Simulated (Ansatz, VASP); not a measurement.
## One calculation of AsAu3, two programs

Contents of INCAR:

```
SYSTEM = AsAu3
PREC = Accurate
ENCUT = 520
EDIFF = 1E-6
ISMEAR = -1
SIGMA = 0.03
LREAL = .False.
LASPH = .True.
NELM = 100
ALGO = Normal
ISIF = 2
LWAVE = .False.
LCHARG = .False.
GGA = PE
NBANDS = 27
```

File KPOINTS:

```
Automatic mesh
0
Gamma
  9 9 9
  0 0 0
```

POSCAR

```
AsAu3
1.0
    0.0000000000      3.3345399389      3.3345399389
    3.3345399389      0.0000000000      3.3345399389
    3.3345399389      3.3345399389      0.0000000000
As Au
1 3
Direct
    0.0000000000      0.0000000000      0.0000000000
    0.5000000000      0.5000000000      0.5000000000
    0.2500000000      0.2500000000      0.2500000000
    0.7500000000      0.7500000000      0.7500000000
```

Input for Ansatz:

```yaml
crystal:
  lattice:
    - [0.0, 3.3345399389, 3.3345399389]
    - [3.3345399389, 0.0, 3.3345399389]
    - [3.3345399389, 3.3345399389, 0.0]
  atoms:
    - { symbol: As, position: [0.0, 0.0, 0.0] }
    - { symbol: Au, position: [0.5, 0.5, 0.5] }
    - { symbol: Au, position: [0.25, 0.25, 0.25] }
    - { symbol: Au, position: [0.75, 0.75, 0.75] }
kpoints:
  mp_grid: { grid: [9, 9, 9] }
  band_path:
    path:
      - [0.0, 0.0, 0.0]
      - [0.5, 0.0, 0.5]
      - [0.625, 0.25, 0.625]
      - [0.375, 0.375, 0.75]
      - [0.0, 0.0, 0.0]
      - [0.5, 0.5, 0.5]
      - [0.5, 0.25, 0.75]
      - [0.5, 0.0, 0.5]
    npoints: 14
scf:
  occupations: { method: fermi_dirac, width: 0.03 }
hamiltonian:
  xc: pbe
  pseudopotentials: { kind: all_electron, lapw: { basis_error: 0.001 } }
output:
  forces: true
  stress: true
  eigenvalues: true
  populations: true
  dos: { projected: true, de: 0.2, e_range: [-14, 8] }
```

The cell comes from a database or a generator and needn't be the stable form of this composition.

Alike in both runs: task single point; functional PBE; k mesh 9 × 9 × 9; occupations fermi-dirac, width 0.03 eV; no spin polarisation.

|  | VASP | Ansatz |
| --- | --- | --- |
| version | VASP 6.6.1 | Ansatz 0.2.0 |
| potentials or method | VASP PAW PBE potentials, release 64 (As, Au) | all-electron LAPW, scalar-relativistic |
| plane-wave cutoff (eV) | 520 | see its input |

```tsv
	VASP	Ansatz	Ansatz less VASP
pressure (GPa)	-0.2	0.0	+0.18
```

Ansatz ran all-electron here, so the differences hold the error of VASP's frozen core and of both bases.

The runs have no spin-orbit coupling, so splittings on Au are missing.
